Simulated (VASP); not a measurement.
VASP runs on W2N (space group P-3m1) share one base input (PBE GGA, plane waves, VASP's PBE PAW potentials (set 64)) and change the settings named in each case.

### POSCAR
```
W2N
1
    2.9472350000     0.0000000000     0.0000000000
   -1.4736170000     2.5523800000     0.0000000000
    0.0000000000     0.0000000000     4.7545010000
N W
1 2
Direct
  0.0000000000   0.0000000000   0.0000000000
  0.3333330000   0.6666670000   0.2520000000
  0.6666670000   0.3333330000   0.7480000000
```

KPOINTS:
```
Automatic mesh
0
G
  10 10 6
0 0 0
```

### INCAR
```
SYSTEM = W2N
PREC = Accurate; ENCUT = 400; LREAL = .FALSE.
LASPH = .TRUE.
EDIFF = 1E-6; NELM = 100; ALGO = Normal
LMAXMIX = 6
ISMEAR = 0; SIGMA = 0.1
GGA = PE
ISIF = 2
LWAVE = .FALSE.; LCHARG = .FALSE.
```

POTCAR, in this order: N W_sv (PBE.64 set). Program: vasp_std.

```
change                                                                                                                          E(σ→0) (eV/atom)  pressure (GPa)  largest force (eV/Å)  −TS (eV)
------------------------------------------------------------------------------------------------------------------------------  ----------------  --------------  --------------------  --------
base run                                                                                                                                -11.1714           18.53                 2.222   -0.0111
GGA = PS                                                                                                                                -11.9829            8.58                 1.920   -0.0110
GGA_COMPAT = .FALSE., LNONCOLLINEAR = .TRUE., LSORBIT = .TRUE., MAGMOM = 0.0 0.0 0.0 0.0 0.0 0.0 0.0 0.0 0.0, program vasp_ncl          -11.6932           19.52                 2.279   -0.0105
KPOINTS 2×2×2 Γ-centred mesh                                                                                                            -10.9041           25.01                 8.509   -0.0007
LDAU = .TRUE., LDAUJ = 0 0, LDAUL = -1 2, LDAUTYPE = 2, LDAUU = 0 1.0                                                                   -10.4137           20.76                 2.318   -0.0109
```
 Energies of different potentials or functionals have different zeros.  Unless said otherwise, spin-orbit coupling is left out, though it shifts the bands of the heavy elements here. At 400 eV the pressure can carry a Pulay error.

Left out are runs that ran out of time, are held back, or changed the cell or the kind of run, fixed moments of cells without a moment, rows past the twelfth, gaps on odd meshes, pressures of charged cells and columns that move by less than the noise.

The structure was generated: W2N was put into an ordered model structure, which need not be its known phase. The cell was not relaxed at this level, forces remain on its atoms, its lattice was scaled by up to 2.5 %. VASP warned that the highest band is occupied, so more bands are needed.
